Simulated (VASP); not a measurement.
An input for Ansatz (written as the equivalent of a VASP run, and not itself run):

Ansatz 0.2 input:
```yaml
crystal:
  lattice:
    - [4.1576652, 0.0000000, 0.0000000]
    - [0.0000000, 4.1576652, 0.0000000]
    - [0.0000000, 0.0000000, 4.1576652]
  atoms:
    - { symbol: Ba, position: [0.0000000, 0.0000000, 0.0000000] }
    - { symbol: Zr, position: [0.5000000, 0.5000000, 0.5000000] }
    - { symbol: O, position: [0.5000000, 0.0000000, 0.5000000] }
    - { symbol: O, position: [0.0000000, 0.5000000, 0.5000000] }
    - { symbol: O, position: [0.5000000, 0.5000000, 0.0000000] }
kpoints:
  mp_grid: { grid: [5, 5, 5] }
hamiltonian:
  xc: lda
  pseudopotentials: { kind: paw }
scf:
  occupations: { method: gaussian, width: 0.05 }
  max_iter: 100
relax:
  max_steps: 40
  f_tol: 0.02
  cell: {}
output: { forces: true, stress: true, eigenvalues: true }
```

Problem. Translate this input to VASP (INCAR, KPOINTS, POSCAR, choice of POTCAR).

Solution. One answer among several that fit: 
**INCAR**
```
PREC  =  Accurate
LCHARG  =  F
SYSTEM  =  BaZrO3
LASPH  =  T
LREAL  =  F   ! projection in real space or not
ISIF  =  3
ISMEAR  =  0   ! Gaussian
EDIFF  =  1E-6
ALGO  =  Normal
EDIFFG  =  -0.02   ! ionic stop
SIGMA  =  0.05
NELM  =  100
NSW  =  40   ! most ionic steps
LWAVE  =  F
ENCUT  =  620   ! plane-wave cut-off (eV)
LMAXMIX  =  4   ! l cut-off of mixed one-centre charges
IBRION  =  2
```

**KPOINTS**
```
K-points
0
Gamma
5 5 5
```

POSCAR:
```
BaZrO3
1
    4.1576651904    -0.0000000000    -0.0000000000
    0.0000000000     4.1576651904    -0.0000000000
   -0.0000000000     0.0000000000     4.1576651904
Ba Zr O
1 1 3
Direct
  0.0000000000   0.0000000000   0.0000000000
  0.5000000000   0.5000000000   0.5000000000
  0.5000000000   0.0000000000   0.5000000000
  0.0000000000   0.5000000000   0.5000000000
  0.5000000000   0.5000000000   0.0000000000
```

POTCAR, in this order: Ba_sv Zr_sv O (LDA.64 set). Program: vasp_std.

What does not carry over: each code has its own PAW files, so the cut-off isn't converted (ENCUT is set for VASP's; basis.ecutwfc is left out, and Ansatz then takes the one that its files recommend); Ansatz stops its SCF on the density residual and VASP on the energy change (EDIFF); Ansatz's lda is the Perdew-Wang form, while the LDA potentials of VASP carry Perdew-Zunger's.

The compound is BaZrO3 in the cubic perovskite structure. It was relaxed first.
